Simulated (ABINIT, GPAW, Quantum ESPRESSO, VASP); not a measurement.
Code comparison for P (P1, 4 atoms in the cell)

Self-consistent single point.

```yaml
crystal:
  lattice:
    - [1.65500, -5.24000, 0.00000]
    - [1.65500, 5.24000, 0.00000]
    - [0.00000, 0.00000, 4.38000]
  atoms:
    - { symbol: P, position: [0.09899, 0.89867, 0.91784] }
    - { symbol: P, position: [0.39616, 0.60133, 0.41118] }
    - { symbol: P, position: [0.59473, 0.38986, 0.58512] }
    - { symbol: P, position: [0.91013, 0.11014, 0.08587] }
```

Shared settings, as Quantum ESPRESSO writes them: occupations = smearing; smearing = fermi-dirac; degauss = 0.00147 Ry; K_POINTS = automatic 1 1 1 0 0 0. Potentials and cutoffs stand in the table.

```tsv
code	model	pressure (GPa)	largest force (eV/Å)	cutoff
VASP	PBE, VASP's PBE PAW potentials (set 64)	11.93	3.581	300 eV
GPAW	PBE, GPAW PAW datasets PBE (gpaw-data 1.0.1)	12.87	3.654	600 eV
Quantum ESPRESSO	PBE, SSSP 1.1.2 efficiency (PBE) pseudopotentials	12.64	3.635	40 Ry
ABINIT	PBE, PAW (JTH v2.0 PBE PAW)	12.42	3.621	571 eV
```

Size of the force on each atom (eV/Å): Sizes of forces hide their directions.

| code | P1 | P2 | P3 | P4 |
|---|---|---|---|---|
| VASP | 3.221 | 3.435 | 3.107 | 3.581 |
| GPAW | 3.292 | 3.505 | 3.175 | 3.654 |
| Quantum ESPRESSO | 3.270 | 3.489 | 3.156 | 3.635 |
| ABINIT | 3.257 | 3.475 | 3.142 | 3.621 |

The spread over the programs that give each value: pressure within 0.94 GPa; largest force within 0.073 eV/Å.

On the base mesh (5 5 4 0 0 0) the same programs gave: Quantum ESPRESSO pressure 3.79 GPa; ABINIT pressure 3.59 GPa; GPAW pressure 4.01 GPa; VASP pressure 3.15 GPa.

The values differ from the base mesh's, so the mesh still matters here: the table compares the programs at equal settings.

VASP's run is marked for a possible Pulay error in its stress at this cutoff; no cutoff test was made.

The starting cell has typed, rounded lattice constants, without a prior relaxation at this level. Its atoms were displaced at random from the sites of space group no. 64.

Left out of this page: Ansatz, Elk, FLEUR and SIESTA (not drawn, or without a comparable value); CP2K (on another mesh).
